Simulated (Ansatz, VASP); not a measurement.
**Ru (Ru(0001), 6 layers): VASP beside Ansatz**

Wanted: the spread between two codes on one cell, functional and k mesh. The cell is taken from a series of runs on this material, whose earlier steps may have relaxed, scaled, displaced or heated it; both programs get it as it stands.

Program: Ansatz 0.2.0. Level of theory: plane waves, with VASP 6.6.1 beside it; single point at PBE. Results are calculated unless marked as measured.

### Step 1. The structure

The cell holds 6 atoms: 6 Ru. Cell: a = 2.700 Å, b = 2.700 Å, c = 26.692 Å, α = 90.0°, β = 90.0°, γ = 60.0°. Vacuum lies along c.

### Step 2. Ansatz: single point, PBE

Ansatz runs on its default PAW (the set named soft_2) files.

A single point gives forces, pressure and levels at one fixed geometry, so differences don't come from the geometry; what else differs is listed under the comparison.

The input, input.yaml:

```yaml
crystal:
  lattice:
    - [2.7, 0.0, 0.0]
    - [1.35, 2.3382685902, 0.0]
    - [0.0, 0.0, 26.692]
  atoms:
    - { symbol: Ru, position: [0.6666666667, 0.6666666667, 0.301541503] }
    - { symbol: Ru, position: [0.0, 0.0, 0.379135113] }
    - { symbol: Ru, position: [0.6666666667, 0.6666666667, 0.4599430541] }
    - { symbol: Ru, position: [0.0, 0.0, 0.5400569459] }
    - { symbol: Ru, position: [0.6666666667, 0.6666666667, 0.620864887] }
    - { symbol: Ru, position: [0.0, 0.0, 0.698458497] }
kpoints:
  mp_grid: { grid: [12, 12, 1] }
hamiltonian:
  xc: pbe
scf:
  occupations: { method: fermi_dirac, width: 0.1 }
  convergence: { dr2_threshold: 1.0e-08 }
efield:
  axis: 3
  dipole_correction: true
  ramp_position: 0.97
  ramp_width: 0.04
output:
  write_potential: true
  write_density: true
  volumetric_format: npy
```

Run with:

```bash
> ansatz run input.yaml --threads 4 --pin off --max-ram 8192MiB --backend cpu --events-out ev --progress --plain --runs-dir out
```

Numbers of over 12 decimals in the logs are rounded to 6 here.

The log of the run:

```text
Engine: ansatz 0.2.0, aarch64-unknown-linux-gnu
Pseudopotentials: kind: paw
Pseudopotential: Ru, paw, valence charge 16, recommended cutoff 420 eV (normal), Ru.paw.azcp
Functional definition: PBE
  parameter kappa = 0.804
  parameter beta = 0.066725
  exchange = pbe_x(kappa = kappa, mu = beta*pi^2/3)
  correlation = pbe_c(beta = beta)
Crystal: 6 atoms, lattice volume = 168.515 Å³
Basis set: ecut = 420 eV, 3335 PW (Γ)
Bands: 58, of which v1, the nominal top of the filled ones, is band 48 counted from 1 (47 counted from 0)
Symmetry: 6 space group operations
k-points: 19 of 144 (time reversal used)
Non-local potential: Ru, projectors of the file, l = 0: 3, l = 1: 2, l = 2: 2, l = 3: 1
PAW form: soft (Blöchl's): semilocal exchange-correlation on the pseudo side does not see the compensation charge
PAW one-centre angular grid: Ru, 590 points (default); XC on 64 Gauss nodes
Initial density: superposition of atomic densities (neutral atoms: chi_scale 0, normalization atom), corrected by the library's trained network
Initial wavefunctions: pseudopotential atomic-orbital guess
Functional: x = pbe(κ = 0.804, μ = 0.219515), c = pbe(β = 0.066725)
SCF iter   1: F=—  HF=-35270.214424 eV  |F-HF|=—  |Δ(HF+E_count)|=         —  Δρ=1.22e-2  dr2=3.04e0  ethr=1.77e-3  p=0.000 e·Å  D=5.80e-5 V/Å  ΔV_dip=-0.00 eV  dr2_dipole=6.30e-5  V_vac-E_F(+/−)=4.49/4.49 eV  ⟨swp⟩=7.7  Hψ=4638  notcnv=0
efield: sawtooth ramp at fractional position 0.9700 (set: `efield.ramp_position`, or a place that a band, a saddle search or an elastic batch's reference lends), width 0.0400; the density the first Hamiltonian is built on has a dipole p = 0.000 e·Å; the dipole correction subtracts the counter field D = 5.80e-5 V/Å, which shifts the + side's vacuum level by -0.00 eV against the − side's; the planar-averaged density in the ramp window peaks in size at 1.5e-5 e/Å³
preconditioner: auto → LDOS  [metal: Δε(μ)=0.054 eV  Ē_g=4.820 eV  σ=0.100 eV  W_gap=0.13  n_scr=20 (ndim 8)  ℏωp=19.8 eV  f_vac=0.472  D(μ)=5.67/eV (n_scr^D=20)  β→1.0]
SCF iter   2: F=—  HF=-35270.173340 eV  |F-HF|=—  |Δ(HF+E_count)|=   4.11e-2  Δρ=4.12e-3  dr2=1.76e-1  ethr=1.77e-3  p=0.000 e·Å  D=8.22e-6 V/Å  ΔV_dip=-0.00 eV  dr2_dipole=1.09e-6  V_vac-E_F(+/−)=4.89/4.89 eV  ⟨swp⟩=1.1  Hψ=1275  notcnv=0
SCF iter   3: F=—  HF=-35270.168574 eV  |F-HF|=—  |Δ(HF+E_count)|=   4.77e-3  Δρ=8.94e-4  dr2=5.88e-3  ethr=1.83e-4  p=0.000 e·Å  D=3.34e-6 V/Å  ΔV_dip=-0.00 eV  dr2_dipole=7.85e-6  V_vac-E_F(+/−)=4.95/4.95 eV  ⟨swp⟩=1.6  Hψ=1229  notcnv=0
SCF iter   4: F=—  HF=-35270.167614 eV  |F-HF|=—  |Δ(HF+E_count)|=   9.60e-4  Δρ=2.71e-4  dr2=5.04e-4  ethr=6.13e-6  p=0.000 e·Å  D=2.82e-5 V/Å  ΔV_dip=-0.00 eV  dr2_dipole=2.52e-9  V_vac-E_F(+/−)=4.99/4.99 eV  ⟨swp⟩=2.2  Hψ=1733  notcnv=0
SCF iter   5: F=—  HF=-35270.167553 eV  |F-HF|=—  |Δ(HF+E_count)|=   6.07e-5  Δρ=1.28e-4  dr2=8.25e-5  ethr=5.25e-7  p=0.000 e·Å  D=2.29e-6 V/Å  ΔV_dip=-0.00 eV  dr2_dipole=2.69e-10  V_vac-E_F(+/−)=5.01/5.01 eV  ⟨swp⟩=2.5  Hψ=1728  notcnv=0
SCF iter   6: F=—  HF=-35270.167543 eV  |F-HF|=—  |Δ(HF+E_count)|=   1.00e-5  Δρ=4.76e-5  dr2=7.09e-6  ethr=8.60e-8  p=-0.000 e·Å  D=-2.30e-7 V/Å  ΔV_dip=0.00 eV  dr2_dipole=4.63e-10  V_vac-E_F(+/−)=5.02/5.02 eV  ⟨swp⟩=2.8  Hψ=1861  notcnv=0
SCF iter   7: F=—  HF=-35270.167545 eV  |F-HF|=—  |Δ(HF+E_count)|=   1.65e-6  Δρ=1.85e-5  dr2=1.19e-6  ethr=7.39e-9  p=-0.000 e·Å  D=-1.90e-6 V/Å  ΔV_dip=0.00 eV  dr2_dipole=1.39e-10  V_vac-E_F(+/−)=5.02/5.02 eV  ⟨swp⟩=2.7  Hψ=1862  notcnv=0
SCF iter   8: F=—  HF=-35270.167545 eV  |F-HF|=—  |Δ(HF+E_count)|=   3.69e-7  Δρ=6.53e-6  dr2=5.36e-8  ethr=1.24e-9  p=-0.000 e·Å  D=-2.02e-6 V/Å  ΔV_dip=0.00 eV  dr2_dipole=1.29e-10  V_vac-E_F(+/−)=5.03/5.03 eV  ⟨swp⟩=2.9  Hψ=1808  notcnv=0
SCF iter   9: F=-35270.167545 eV  HF=-35270.167545 eV  |F-HF|=6.40e-9  |Δ(HF+E_count)|=   1.37e-7  Δρ=1.76e-6  dr2=5.88e-9  ethr=1.04e-11  p=-0.000 e·Å  D=-9.92e-7 V/Å  ΔV_dip=0.00 eV  dr2_dipole=2.98e-10  V_vac-E_F(+/−)=5.03/5.03 eV  ⟨swp⟩=5.9  Hψ=3211  notcnv=0
SCF 1 converged in 9 iterations: F = -35270.167545 eV  dr2 = 5.88e-9
  greatest PAW one-centre occupation: 0.998 electrons in one spin orbital (limit 2), on the Ru atom at site 0 (counted from 0), in its partial waves of l = 0
WARN: The output density's exchange-correlation potential varies sharply where the density is thin. Do not read a vacuum level from v_tot or v_xc, or from such a field of the output density. On a cell that repeats whose density bears no net charge and no dipole along the vacuum's axis use v_es (v_loc + v_h of the components); under efield.dipole_correction with no amplitude use v_es + v_field, which holds any externa [...]
SCF converged after 9 iterations
Free energy (F): -35270.167545 eV
Harris-Foulkes:  -35270.167545 eV  (|F-HF|=6.40e-9)
Internal energy: -35269.969645 eV  (E = F + TS)
E sigma→0 (E₀):  -35270.068595 eV
Entropy (-TS):   -0.197900 eV (-32.983 meV/atom)
Fermi energy:    8.850158 eV
Dipole field:    D = 0.000024 V/Å  (p = 0.000023 e·Å, saw-weighted, corrected)
Work function:   Φ+ = 5.0262 eV   Φ− = 5.0269 eV
Levels:          The Fermi level and band energies are counted from a zero that moves with the ramp; work functions are not
--- Per-component energies (eV) ---
  E_band       = -1721.962499
  E_kinetic    = 3084.200525
  E_local      = -170080.765896  (includes V_loc(G=0)·N_el)
  E_nonlocal   = 2060.174600
  E_hartree    = 82989.099879
  E_xc         = -1141.372647
  E_vxc        = -1432.658804  (∫ρ·V_xc dr)
  E_paw        = -20765.059706  (= ΣΔE_a)
  E_vpaw       = -1331.102240  (= ΣTr[D̂ρ^β])
  E_aug_tail   = -0.001157  (compensation charges beyond the density's cutoff)
  E_efield     = 0.000000  (sawtooth field / dipole correction)
  E_vefield    = -0.000623  (∫n·V_field dr)
  E_ewald      = 68583.754758
  E_smearing   = -0.197900  (= −TS)
  E_closure    = -0.000000  (closes the sum)
  Σ components = -35270.167545   (vs F -35270.167545, Δ=0.00e0)
--- Band table (eV; the first three rows and the last of 19) ---
  k-point 0: bands = [... 44 lower, 6.8151, 6.8151, 7.7563, 7.7563, 8.0065, 8.3495, 8.3495, 9.0807, ... 6 higher]
  k-point 1: bands = [... 44 lower, 6.8909, 6.9841, 7.5515, 7.6867, 7.7711, 8.2414, 8.2914, 8.6242, ... 6 higher]
  k-point 2: bands = [... 44 lower, 7.0470, 7.2301, 7.4651, 7.4707, 7.6936, 7.8378, 8.2674, 8.2894, ... 6 higher]
  k-point 18: bands = [... 44 lower, 7.6347, 8.0286, 8.9533, 9.5020, 9.5020, 9.8422, 9.9002, 9.9002, ... 6 higher]
```

The column dr2 measures how far the density is from self-consistency, as an energy; F and HF (Harris–Foulkes) agree once it is small.

### Step 3. VASP: single point, PBE

The same cell, functional, mesh and smearing now go to VASP, with its own data sets.

Lines of VASP's logs that name or quote its potential files are left out, and so is its time.

The input, INCAR:

```
SYSTEM = Ru
PREC = Accurate
ENCUT = 400
EDIFF = 1E-06
NELM = 120
ISMEAR = -1
SIGMA = 0.1
LREAL = .FALSE.
ALGO = Normal
GGA = PE
NBANDS = 52
LASPH = .TRUE.
LORBIT = 11
LWAVE = .FALSE.
LCHARG = .FALSE.
ISIF = 2
LDIPOL = .TRUE.
IDIPOL = 3
DIPOL = 0.5 0.5 0.5
LVHAR = .TRUE.
GGA_COMPAT = .FALSE.
NELMDL = -8
KPAR = 2
```

The input, POSCAR:

```
Ru
1.0
    2.7000000000      0.0000000000      0.0000000000
    1.3500000000      2.3382685902      0.0000000000
    0.0000000000      0.0000000000     26.6920000000
Ru
6
Direct
    0.6666666666      0.6666666666      0.3015415030
    1.0000000000      1.0000000000      0.3791351130
    0.6666666666      0.6666666666      0.4599430541
    1.0000000000      1.0000000000      0.5400569459
    0.6666666666      0.6666666666      0.6208648870
    1.0000000000      1.0000000000      0.6984584970
```

The input, KPOINTS:

```
Automatic mesh
0
Gamma
12 12 1
0 0 0
```

The projector-augmented-wave data sets are Ru_pv (PBE family, release 64).

Run with:

```bash
> mpirun -np 2 vasp_std
```

The log of the run:

```text
[banner, memory and clock lines left out]
running    2 mpi-ranks, on    1 nodes
 distrk:  each k-point on    1 cores,    2 groups
 distr:  one band on    1 cores,    1 groups

 POSCAR found type information on POSCAR Ru
 POSCAR found :  1 types and       6 ions
 LDA part: xc-table for (Slater+PW92), standard interpolation
 POSCAR, INCAR and KPOINTS ok, starting setup
 FFT: planning ... GRIDC
 FFT: planning ... GRID_SOFT
 FFT: planning ... GRID
 WAVECAR not read
 entering main loop
       N       E                     dE             d eps       ncg     rms          rms(c)
DAV:   1     0.816289776320E+03    0.81629E+03   -0.48348E+04  2488   0.133E+03
DAV:   2    -0.319385597648E+02   -0.84823E+03   -0.81869E+03  2156   0.443E+02
DAV:   3    -0.567726021787E+02   -0.24834E+02   -0.23830E+02  2472   0.747E+01
DAV:   4    -0.574736519913E+02   -0.70105E+00   -0.69624E+00  2456   0.101E+01
DAV:   5    -0.574979653942E+02   -0.24313E-01   -0.24273E-01  2556   0.170E+00
DAV:   6    -0.574988593874E+02   -0.89399E-03   -0.89168E-03  2536   0.285E-01
DAV:   7    -0.574988937731E+02   -0.34386E-04   -0.34286E-04  2596   0.492E-02
DAV:   8    -0.574988956612E+02   -0.18881E-05   -0.18773E-05  1828   0.844E-03    0.294E+01
DAV:   9    -0.570856333265E+02    0.41326E+00   -0.24694E+01  2248   0.314E+01    0.175E+01
DAV:  10    -0.105824443553E+03   -0.48739E+02   -0.15139E+02  2628   0.836E+01    0.616E+01
DAV:  11    -0.645932329413E+02    0.41231E+02   -0.46698E+01  2344   0.221E+01    0.291E+01
DAV:  12    -0.559910808088E+02    0.86022E+01   -0.21408E+01  2324   0.315E+01    0.149E+01
DAV:  13    -0.534484376824E+02    0.25426E+01   -0.79201E+00  2456   0.162E+01    0.406E+00
DAV:  14    -0.534487228164E+02   -0.28513E-03   -0.60371E-01  2264   0.428E+00    0.309E+00
[...]
DAV:  24    -0.534281913567E+02   -0.22310E-04   -0.56636E-06  1700   0.117E-02    0.170E-02
DAV:  25    -0.534282259615E+02   -0.34605E-04   -0.23124E-05  1912   0.321E-02    0.110E-02
DAV:  26    -0.534282339924E+02   -0.80309E-05   -0.46559E-06  1452   0.175E-02    0.233E-03
DAV:  27    -0.534282508200E+02   -0.16828E-04   -0.96598E-07  1180   0.346E-03    0.254E-03
DAV:  28    -0.534282619795E+02   -0.11159E-04   -0.68115E-07  1240   0.367E-03    0.106E-03
DAV:  29    -0.534282690575E+02   -0.70781E-05   -0.21373E-07  1124   0.145E-03    0.797E-04
DAV:  30    -0.534282734149E+02   -0.43573E-05   -0.31387E-07  1192   0.857E-04    0.312E-04
DAV:  31    -0.534282741121E+02   -0.69727E-06   -0.28546E-08  1028   0.414E-04
   1 F= -.53428274E+02 E0= -.53329117E+02  d E =-.198314E+00
```

Parts of OUTCAR (step 3):

```text
ion  position               nearest neighbor table
   1  0.667  0.667  0.302-   2 2.59   2 2.59   2 2.59
   2  0.000  0.000  0.379-   1 2.59   1 2.59   1 2.59   3 2.66   3 2.66   3 2.66
   3  0.667  0.667  0.460-   4 2.65   4 2.65   4 2.65   2 2.66   2 2.66   2 2.66
   4  0.000  0.000  0.540-   3 2.65   3 2.65   3 2.65   5 2.66   5 2.66   5 2.66
   5  0.667  0.667  0.621-   6 2.59   6 2.59   6 2.59   4 2.66   4 2.66   4 2.66
   6  0.000  0.000  0.698-   5 2.59   5 2.59   5 2.59

  LATTYP: Found a hexagonal cell.
 ALAT       =     2.7000000000
 C/A-ratio  =     9.8859259260

 Subroutine GETGRP returns: Found 12 space group operations
 (whereof  6 operations were pure point group operations)

The static configuration has the point symmetry C_3v.
 The point group associated with its full space group is D_3d.

 Found     19 irreducible k-points:

   k-points           NKPTS =     19   k-points in BZ     NKDIM =     19   number of bands    NBANDS=     52

   dimension x,y,z NGX =    18 NGY =   18 NGZ =  180
   dimension x,y,z NGXF=    36 NGYF=   36 NGZF=  360

   ENCUT  =  400.0 eV  29.40 Ry    5.42 a.u.   4.40  4.40 43.53*2*pi/ulx,y,z

   NELECT =      84.0000    total number of electrons

 k-points in reciprocal lattice and weights: Automatic mesh
   0.00000000  0.00000000  0.00000000       0.007
   0.08333333  0.00000000  0.00000000       0.042
   0.16666667 -0.00000000  0.00000000       0.042
   0.25000000 -0.00000000  0.00000000       0.042
   0.33333333  0.00000000  0.00000000       0.042
   0.41666667 -0.00000000  0.00000000       0.042
   0.50000000 -0.00000000  0.00000000       0.021
   0.16666667  0.08333333  0.00000000       0.042
   0.25000000  0.08333333  0.00000000       0.083
[...]
-0.41666667  0.25000000  0.00000000       0.083
  -0.33333333  0.33333333  0.00000000       0.014

 dipolmoment           0.000000      0.000000      0.000000 electrons x Angstroem

 average (electrostatic) potential at core
       1 -76.1135       2 -76.5687       3 -76.3801       4 -76.3801       5 -76.5687
       6 -76.1135

 E-fermi :   3.6871

 k-point     1 :       0.0000    0.0000    0.0000
  band No.  band energies     occupation
    ...
     41       2.5950      1.99996
     42       2.5950      1.99996
     43       2.8479      1.99955
     44       3.1871      1.98662
     45       3.1871      1.98662
     46       3.9175      0.18162
     47       3.9175      0.18162
     48       4.2601      0.00647
     49       4.5569      0.00033
     50       4.5569      0.00033
    ...

 k-point     2 :       0.0833    0.0000    0.0000
  band No.  band energies     occupation
    ...
     43       2.6111      1.99996
     44       3.0793      1.99543
     45       3.1290      1.99249
     46       3.4631      1.80752
     47       3.6402      1.23039
     48       3.8665      0.28521
     49       4.1445      0.02043
     50       4.5443      0.00038
     51       4.8656      0.00002
     52       4.9349      0.00001

 k-point     3 :       0.1667   -0.0000    0.0000
  band No.  band energies     occupation
    ...
     44       2.6769      1.99992
     45       3.1060      1.99403
     46       3.1274      1.99261
     47       3.6959      0.95614
     48       3.7852      0.54543
     49       4.5099      0.00053
     50       4.6270      0.00017
     51       4.9426      0.00001
     52       5.1029      0.00000

  Total       -0.1194400     -0.1194400      0.7909475      0.0000000      0.0000000     -0.0000000
  in kB       -1.1355883     -1.1355883      7.5200191      0.0000000      0.0000000     -0.0000000
  external PRESSURE =       1.7496141 kB  Pullay stress =       0.0000000 kB

  energy-cutoff  :      400.00
  volume of cell :      168.52
      direct lattice vectors                 reciprocal lattice vectors
     2.700000000  0.000000000  0.000000000     0.370370370 -0.213833433  0.000000000
     1.350000000  2.338268590  0.000000000     0.000000000  0.427666866  0.000000000
     0.000000000  0.000000000 26.692000000     0.000000000  0.000000000  0.037464409

 POSITION                                       TOTAL-FORCE (eV/Angst)
 -----------------------------------------------------------------------------------
      2.70000      1.55885      8.04875         0.000000      0.000000     -0.066844
      0.00000      0.00000     10.11987        -0.000000     -0.000000      0.006729
      2.70000      1.55885     12.27680        -0.000000     -0.000000     -0.323126
      0.00000      0.00000     14.41520         0.000000     -0.000000      0.323126
      2.70000      1.55885     16.57213         0.000000      0.000000     -0.006729
      0.00000      0.00000     18.64325        -0.000000     -0.000000      0.066844
 -----------------------------------------------------------------------------------
    total drift:                                0.000001      0.000000      0.000000

  FREE ENERGIE OF THE ION-ELECTRON SYSTEM (eV)
  ---------------------------------------------------
  free  energy   TOTEN  =       -53.4282741121 eV

  energy  without entropy=      -53.2299603979  energy(sigma->0) =      -53.32911726

 vacuum level on the upper side and lower side of the slab         8.711         8.711

 total charge
# of ion       s       p       d       tot
------------------------------------------
    1        0.398   6.226   5.959  12.582
    2        0.411   6.326   5.949  12.685
    3        0.405   6.315   5.957  12.678
    4        0.405   6.315   5.957  12.678
    5        0.411   6.326   5.949  12.685
    6        0.398   6.226   5.959  12.582
--------------------------------------------------
tot          2.428  37.734  35.729  75.890

[... 3 further parts left out ...]
```

### Step 4. Differences

Known differences besides the potentials themselves: the data sets hold 96 valence electrons in Ansatz (on its default PAW (the set named soft_2) files) and 84 in VASP; the cutoff is 420 eV in Ansatz and 400 eV in VASP. Total energies have different zeros and are not compared.

Both answers:

```
                                   quantity  Ansatz  VASP  difference
 work function, lower of the two faces (eV)    5.03  5.02        0.00
work function, higher of the two faces (eV)    5.03  5.02        0.00
```

With vacuum in the cell, a pressure given here is an average over mostly empty space and none of the material.

### Step 5. Summary of results

- difference in work function, higher of the two faces (single point, PBE): 0.0030 eV

The difference in work function, higher of the two faces is 0.0030 eV (single point, PBE). The data sets hold unlike numbers of valence electrons (96 in Ansatz and 84 in VASP), so part of the differences comes from the potentials. How closely two codes agree says nothing of how well the functional describes the real material.

[Lines on the potential files, build, host, timing and source positions are cut from VASP's logs without a mark.]

[Logs are printed without paths, hosts, clocks, repeated set-up lines and the standing remarks that a program may print on its own settings, such as how far it seeks lower states.]

[Hosts, paths, dates, database ids (printed as entryN), source tags and the programs' standing remarks are cut or masked in the printed files.]
